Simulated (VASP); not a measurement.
The system is Li.

```
CELL_PARAMETERS angstrom
-1.75465 1.75465 1.75465
1.75465 -1.75465 1.75465
1.75465 1.75465 -1.75465
ATOMIC_POSITIONS crystal
Li 0.00000 0.00000 0.00000
```

| Property | Result |
| --- | --- |
| Program | VASP 6.6.1 |
| Task | relaxation of cell and atoms |
| Functional | PBE |
| Potentials or basis | VASP PAW PBE potentials, release 64 (Li_sv) |
| Cutoff | 600 eV |
| k mesh | 18 × 18 × 18 |
| Occupations | methfessel-paxton, width 0.1 eV |
| Spin | no spin polarisation |

At the start: pressure -0.9 GPa; volume 21.61 Å³/atom.

Where does the relaxation end?

Over 4 steps the energy falls by 4.8 meV/atom and the volume is 20.03 Å³/atom (-7.3 %); space group Im-3m (No. 229, to 0.05 Å).

The path:
```csv
step,energy change (eV),largest force (eV/Å),pressure (GPa),volume (Å³)
1,0.0000,0.0000,-0.91,21.61
2,-0.0020,0.0000,-0.72,21.23
3,-0.0047,0.0000,-0.11,20.20
4,-0.0048,0.0000,-0.01,20.03
```

Final structure:
```
CELL_PARAMETERS angstrom
-1.71075 1.71075 1.71075
1.71075 -1.71075 1.71075
1.71075 1.71075 -1.71075
ATOMIC_POSITIONS crystal
Li 0.00000 0.00000 0.00000
```

Caveat: the cutoff is under 1.25 times the usual one of these potentials, so pressure, stress and relaxed cells hold a basis-set (Pulay) error.
